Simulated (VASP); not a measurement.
Data:

```xyz
4
Lattice="1.6516 -5.3291 0.0000 1.6516 5.3291 0.0000 0.0000 0.0000 4.4499" Properties=species:S:1:pos:R:3 pbc="T T T"
P      1.6516     4.2740     4.0696
P      1.6516     1.0551     1.8447
P      1.6516    -1.0551     2.6052
P      1.6516    -4.2740     0.3803
```

Level of theory: r2SCAN+rVV10, VASP's PBE PAW potentials (set 64) (plane waves; VASP). Settings: 520 eV cut-off, 11×11×8 Γ-centred mesh, tetrahedra with Blöchl corrections, potentials P.

Give the energies of bands 4 to 13 at the high-symmetry points, in eV from the Fermi level.

```csv
band,Γ,Y,C0,Z,A0,T,S,R
4,-7.41,-6.50,-9.96,-9.39,-11.08,-10.06,-10.82,-11.20
5,-5.29,-6.10,-6.17,-4.98,-6.72,-3.71,-5.95,-6.15
6,-5.07,-5.82,-5.72,-4.98,-6.72,-3.71,-5.95,-6.15
7,-4.53,-4.68,-4.07,-3.67,-5.13,-3.01,-3.73,-5.81
8,-3.14,-2.74,-3.73,-3.67,-5.13,-3.01,-3.73,-5.81
9,-2.97,-1.83,-2.99,-1.73,-2.07,-2.04,-2.93,-2.16
10,-1.54,0.00,-2.62,-1.73,-2.07,-2.04,-2.93,-2.16
11,0.57,0.00,0.83,1.51,1.85,1.44,0.77,1.69
12,1.09,0.75,0.87,1.51,1.85,1.44,0.77,1.69
13,1.94,2.26,1.13,2.77,3.62,2.70,1.37,3.80
```

It has no gap at this level: it comes out as a metal or semimetal.

Measured: gap 0.35 eV (computed value off by -0.35 eV), as given by Das et al., (2018), arXiv:1807.05623.

The compound is P in the black structure. It was relaxed first.
